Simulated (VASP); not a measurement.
# Ga2GeO5 (P2/m) in VASP: relaxation of cell and atoms with PBE

Aim: the relaxation of cell and atoms of Ga2GeO5 with PBE.

Program: VASP 6.6.1. These are calculated values, not measurements. Logs are shortened: lines on timing, memory, paths and dates and some standing lists are left out, and cuts for length are marked.

## (1) Starting point

Symmetry: P2/m, No. 10, monoclinic system. The conventional cell has a = 7.920 Å, b = 3.030 Å, c = 8.080 Å, α = 90.00°, β = 90.00°, γ = 90.00°. Around Ga (site symmetry 2/m) lie 6 O at 1.99 to 2.03 Å. Around Ga (site symmetry m) lie 4 O at 1.74 to 1.82 Å. Ga (site symmetry 2/m) has 6 O at 1.99 to 2.03 Å as nearest neighbours. Ge (site symmetry m) is surrounded by 4 O at 1.74 to 1.82 Å. Around O (site symmetry 2/m) lie 2 Ge at 1.74 Å. O (site symmetry m) is surrounded by 1 Ge at 1.79 Å and 2 Ga at 1.99 Å. O (site symmetry m) has 2 Ge at 1.82 Å and 1 Ga at 2.03 Å as nearest neighbours. O (site symmetry 2/m) has 2 Ga at 1.74 Å as nearest neighbours.

The cell was built by a generator and needn't be a form met in nature.

## (2) Relaxation of cell and atoms, PBE

Input file INCAR:

```
PREC = Normal
ENCUT = 520
EDIFF = 1E-4
ISMEAR = 0
SIGMA = 0.15
LREAL = Auto
LASPH = True
NELM = 60
ALGO = Fast
ISIF = 3
LWAVE = False
LCHARG = False
GGA = PE
IBRION = 2
NSW = 24
EDIFFG = -0.08
KPAR = 2
```

Input file KPOINTS:

```
Automatic mesh
0
Gamma
  2 5 2
```

Input file POSCAR:

```
Ga2GeO5
1.0
    7.9200000000      0.0000000000      0.0000000000
    0.0000000000      3.0300000000      0.0000000000
    0.0000000000      0.0000000000      8.0800000000
Ga Ge O
4 2 10
Direct
    0.5000000000      0.0000000000      0.5000000000
    0.3515000000      0.5000000000      0.8407000000
    0.6485000000      0.5000000000      0.1593000000
    0.0000000000      0.0000000000      0.0000000000
    0.1485000000      0.5000000000      0.3407000000
    0.8515000000      0.5000000000      0.6593000000
    0.0000000000      0.5000000000      0.5000000000
    0.6410000000      0.5000000000      0.5782000000
    0.3590000000      0.5000000000      0.4218000000
    0.8727000000      0.0000000000      0.7814000000
    0.1273000000      0.0000000000      0.2186000000
    0.5000000000      0.5000000000      0.0000000000
    0.8590000000      0.5000000000      0.0782000000
    0.1410000000      0.5000000000      0.9218000000
    0.6273000000      0.0000000000      0.2814000000
    0.3727000000      0.0000000000      0.7186000000
```

Potentials or basis: VASP PAW PBE potentials, release 64 (Ga_d, Ge_d, O).

The run is started by

```sh
$ cat potpaw_PBE.64/Ga_d/POTCAR potpaw_PBE.64/Ge_d/POTCAR potpaw_PBE.64/O/POTCAR > POTCAR
$ mpirun -np 2 vasp_std > vasp.out
```

OUTCAR:

```text
PREC = Normal
   ENCUT = 520
   EDIFF = 1E-4
   ISMEAR = 0
   LREAL = Auto
   LASPH = True
   NELM = 60
   ISIF = 3
   GGA = PE
   IBRION = 2
   NSW = 24
   EDIFFG = -0.08

 ion  position               nearest neighbor table
   1  0.500  0.000  0.500-   8 1.99   9 1.99   8 1.99   9 1.99  15 2.03  16 2.03
   2  0.352  0.500  0.841-  12 1.74  14 1.79  16 1.82  16 1.82
   3  0.648  0.500  0.159-  12 1.74  13 1.79  15 1.82  15 1.82
   4  0.000  0.000  0.000-  13 1.99  14 1.99  13 1.99  14 1.99  10 2.03  11 2.03
   5  0.148  0.500  0.341-   7 1.74   9 1.79  11 1.82  11 1.82
   6  0.852  0.500  0.659-   7 1.74   8 1.79  10 1.82  10 1.82
   7  0.000  0.500  0.500-   5 1.74   6 1.74
   8  0.641  0.500  0.578-   6 1.79   1 1.99   1 1.99
   9  0.359  0.500  0.422-   5 1.79   1 1.99   1 1.99
  10  0.873  0.000  0.781-   6 1.82   6 1.82   4 2.03
  11  0.127  0.000  0.219-   5 1.82   5 1.82   4 2.03
  12  0.500  0.500  0.000-   2 1.74   3 1.74
  13  0.859  0.500  0.078-   3 1.79   4 1.99   4 1.99
  14  0.141  0.500  0.922-   2 1.79   4 1.99   4 1.99
  15  0.627  0.000  0.281-   3 1.82   3 1.82   1 2.03
  16  0.373  0.000  0.719-   2 1.82   2 1.82   1 2.03

  LATTYP: Found a simple orthorhombic cell.
 ALAT       =     3.0300000000
 B/A-ratio  =     2.6138613861
 C/A-ratio  =     2.6666666667

  Lattice vectors:

 A1 = (   0.0000000000,  -3.0300000000,   0.0000000000)
 A2 = (   7.9200000000,   0.0000000000,   0.0000000000)
 A3 = (   0.0000000000,   0.0000000000,   8.0800000000)

Analysis of symmetry for initial positions (statically):
=====================================================================
 Subroutine PRICEL returns:
 Original cell was already a primitive cell.

 Routine SETGRP: Setting up the symmetry group for a
 simple orthorhombic supercell.

 Subroutine GETGRP returns: Found  4 space group operations
 (whereof  4 operations were pure point group operations)
 out of a pool of  8 trial point group operations.

The static configuration has the point symmetry C_2h.

Analysis of symmetry for dynamics (positions and initial velocities):
=====================================================================
 Subroutine PRICEL returns:
 Original cell was already a primitive cell.

 Routine SETGRP: Setting up the symmetry group for a
 simple orthorhombic supercell.

 Subroutine GETGRP returns: Found  4 space group operations
 (whereof  4 operations were pure point group operations)
 out of a pool of  8 trial point group operations.

[... 139 lines left out ...]
   LORBIT       =      0    0 simple, 1 ext, 2 COOP (PROOUT), +10 PAW based schemes
   GGA     = PE    functional components
   LHFCALC =     F    Hartree Fock is set to
   AEXX    =    0.0000 exact exchange contribution
   IVDW    =     0    specifies the selected vdW correction
   LEPSILON=     F    determine dielectric tensor
   LRPA    =     F    only Hartree local field effects (RPA)
 conjugate gradient relaxation of ions
 non-spin polarized calculation
 RMM-DIIS sequential band-by-band and
 Gauss-broadening in eV      SIGMA  =   0.15
  energy-cutoff  :      520.00
  volume of cell :      193.90
 maximum number of plane-waves:      5282
   NGX = 29   NGY = 11   NGZ = 31

--------------------------------------- Ionic step        1  -------------------------------------------

 number of electron     140.0000101 magnetization

 Free energy of the ion-electron system (eV)
  ---------------------------------------------------
  ext. energy  EPLUGINS =         0.00000000
  ---------------------------------------------------
  free energy    TOTEN  =       -96.08082667 eV

  energy without entropy =      -96.06732760  energy(sigma->0) =      -96.07407713

------------------------ aborting loop because EDIFF is reached ----------------------------------------

  FORCE on cell =-STRESS in cart. coord.  units (eV):
  Direction    XX          YY          ZZ          XY          YZ          ZX
  --------------------------------------------------------------------------------------
  -------------------------------------------------------------------------------------
  Total        5.2434355     10.7470527      6.9522902      0.0000000      0.0000000      2.8356505
  in kB       43.3258750     88.8015996     57.4459349      0.0000000      0.0000000     23.4306383
  external PRESSURE =      63.1911365 kB  Pullay stress =       0.0000000 kB
[... 131 lines left out ...]
  FREE ENERGIE OF THE ION-ELECTRON SYSTEM (eV)
  ---------------------------------------------------
  free  energy   TOTEN  =       -96.6855794493 eV

  energy  without entropy=      -96.6711309663  energy(sigma->0) =      -96.67835521

[... ionic steps 4 to 12 ...]

--------------------------------------- Ionic step       13  -------------------------------------------

 number of electron     140.0000027 magnetization

------------------------ aborting loop because EDIFF is reached ----------------------------------------
[... 95 lines left out ...]
--------------------------------------- Ionic step       15  -------------------------------------------

 number of electron     140.0000027 magnetization

 Free energy of the ion-electron system (eV)
  ---------------------------------------------------
  ext. energy  EPLUGINS =         0.00000000
  ---------------------------------------------------
  free energy    TOTEN  =       -96.86115670 eV

  energy without entropy =      -96.84968220  energy(sigma->0) =      -96.85541945

 E-fermi :   3.5463     XC(G=0): -10.3198

 val. band max:        3.4125432411   @ k =   0.5000   0.0000   0.5000
 cond. band min:       3.5742686414   @ k =   0.0000   0.0000   0.0000
 fundamental gap:      0.1617254003
 Fermi energy:         3.5462647212

 k-point     1 :       0.0000    0.0000    0.0000
  band No.  band energies     occupation
      1     -22.7515      2.00000
      2     -22.6931      2.00000
      3     -22.6301      2.00000
      4     -22.5560      2.00000
      5     -22.4878      2.00000
      6     -22.4850      2.00000
[... 1009 lines left out ...]
     81      11.2389      0.00000
     82      11.2540      0.00000
 [bands above 82 left out]

------------------------ aborting loop because EDIFF is reached ----------------------------------------

  FORCE on cell =-STRESS in cart. coord.  units (eV):
  Direction    XX          YY          ZZ          XY          YZ          ZX
  --------------------------------------------------------------------------------------
  -------------------------------------------------------------------------------------
  Total       -1.0518379     -1.0143537     -0.7140029      0.0000000      0.0000000      0.0463557
  in kB       -8.3574585     -8.0596249     -5.6731650      0.0000000      0.0000000      0.3683226
  external PRESSURE =      -7.3634161 kB  Pullay stress =       0.0000000 kB
[... 31 lines left out ...]
  FREE ENERGIE OF THE ION-ELECTRON SYSTEM (eV)
  ---------------------------------------------------
  free  energy   TOTEN  =       -96.8611567026 eV

  energy  without entropy=      -96.8496821996  energy(sigma->0) =      -96.85541945

 reached required accuracy - stopping structural energy minimisation
```

CONTCAR:

```text
Ga2GeO5
   1.00000000000000
     7.9930993250819276    0.0000000000000000    0.1461516063036152
     0.0000000000000000    3.0760642168137653    0.0000000000000000
     0.1490418860566322    0.0000000000000000    8.2038715460758898
  Ga              Ge              O
     4     2    10
Direct
     0.5000000000000000    0.0000000000000000    0.5000000000000000
     0.3580422416381504    0.5000000000000000    0.8377828394816845
     0.6419577583618497    0.5000000000000000    0.1622171605183155
     0.0000000000000000    0.0000000000000000    0.0000000000000000
     0.1554736963156680    0.5000000000000000    0.3458839713276268
     0.8445263036843319    0.5000000000000000    0.6541160286723732
[... 8 lines left out ...]
     0.6268386593814700    0.0000000000000000    0.2947709233507372
     0.3731613406185300    0.0000000000000000    0.7052290766492627

  0.00000000E+00  0.00000000E+00  0.00000000E+00
  0.00000000E+00  0.00000000E+00  0.00000000E+00
  0.00000000E+00  0.00000000E+00  0.00000000E+00
  0.00000000E+00  0.00000000E+00  0.00000000E+00
  0.00000000E+00  0.00000000E+00  0.00000000E+00
  0.00000000E+00  0.00000000E+00  0.00000000E+00
[... 8 lines left out ...]
  0.00000000E+00  0.00000000E+00  0.00000000E+00
  0.00000000E+00  0.00000000E+00  0.00000000E+00
```

Wall time 4.4 min (2 MPI ranks of Intel Xeon 6975P-C (Granite Rapids), shared host); peak memory 0.28 GiB.

What came out:

```yaml
Free_energy: -96.8612 eV
Relaxed_volume: 12.60 Å³/atom
Relaxed_cell: a = 7.994 Å, b = 3.076 Å, c = 8.205 Å, α = 90.00°, β = 87.91°, γ = 90.00°
Space_group_after_relaxing_to_0.05_Å: P2/m (No. 10)
Energy_gained_by_relaxing: 48.8 meV/atom
Ionic_steps: 15
Pressure_after_relaxing: -0.7 GPa
Largest_force_after_relaxing: 0.065 eV/Å
Band_gap_on_the_k_mesh: 0.16 eV, indirect (least direct gap 0.17 eV)
```

Forces in eV/Å, atoms in the order of the input:
```
Ga   0.000  0.000  0.000
Ga   0.020  0.000  0.007
Ga  -0.020  0.000 -0.007
Ga   0.000  0.000  0.000
Ge   0.020  0.000  0.062
Ge  -0.020  0.000 -0.062
O    0.000  0.000  0.000
O    0.014  0.000  0.025
O   -0.014  0.000 -0.025
O   -0.049  0.000 -0.040
O    0.049  0.000  0.040
O    0.000  0.000  0.000
O    0.036  0.000 -0.010
O   -0.036  0.000  0.010
O    0.003  0.000 -0.033
O   -0.003  0.000  0.033
```

Stress tensor (GPa, compression positive):
```
-0.84  0.00  0.04
 0.00 -0.81  0.00
 0.04  0.00 -0.57
```

Step by step:
| step | energy change (eV) | largest force (eV/Å) | pressure (GPa) | volume (Å³) |
| --- | --- | --- | --- | --- |
| 1 | 0.0000 | 2.4178 | 6.32 | 193.90 |
| 2 | -0.3646 | 1.9502 | -4.53 | 207.60 |
| 3 | -0.6048 | 0.9669 | -1.05 | 202.00 |
| 4 | -0.6901 | 1.2314 | -0.76 | 201.79 |
| 5 | -0.7107 | 0.7121 | -0.95 | 201.86 |
| 6 | -0.7473 | 0.6523 | 1.02 | 199.93 |
| 7 | -0.7490 | 0.4743 | 0.37 | 200.28 |
| 8 | -0.7734 | 0.1497 | 0.54 | 200.25 |
| 9 | -0.7749 | 0.1652 | 0.50 | 200.25 |
| 10 | -0.7794 | 0.1432 | -0.23 | 201.23 |
| 11 | -0.7794 | 0.1349 | 0.19 | 201.14 |
| 12 | -0.7794 | 0.1427 | 0.18 | 201.20 |
| 13 | -0.7801 | 0.1021 | -0.51 | 201.80 |
| 14 | -0.7803 | 0.0837 | -0.33 | 201.54 |
| 15 | -0.7803 | 0.0654 | -0.74 | 201.64 |

Final structure:
```xyz
16
Lattice="7.9931 0.0000 0.1462 0.0000 3.0761 0.0000 0.1490 0.0000 8.2039" Properties=species:S:1:pos:R:3 pbc="T T T"
Ga    4.0711    0.0000    4.1750
Ga    2.9867    1.5380    6.9254
Ga    5.1554    1.5380    1.4246
Ga    0.0000    0.0000    0.0000
Ge    1.2943    1.5380    2.8603
Ge    6.8479    1.5380    5.4897
O     0.0745    1.5380    4.1019
O     5.2216    1.5380    4.8539
O     2.9205    1.5380    3.4961
O     7.0687    0.0000    6.4314
O     1.0734    0.0000    1.9186
O     3.9965    1.5380    0.0731
O     6.9347    1.5380    0.7873
O     1.2074    1.5380    7.5627
O     5.0543    0.0000    2.5099
O     3.0878    0.0000    5.8401
```

Caveat: the relaxation stopped at a loose force limit of 0.08 eV/Å, so its end isn't a converged minimum.
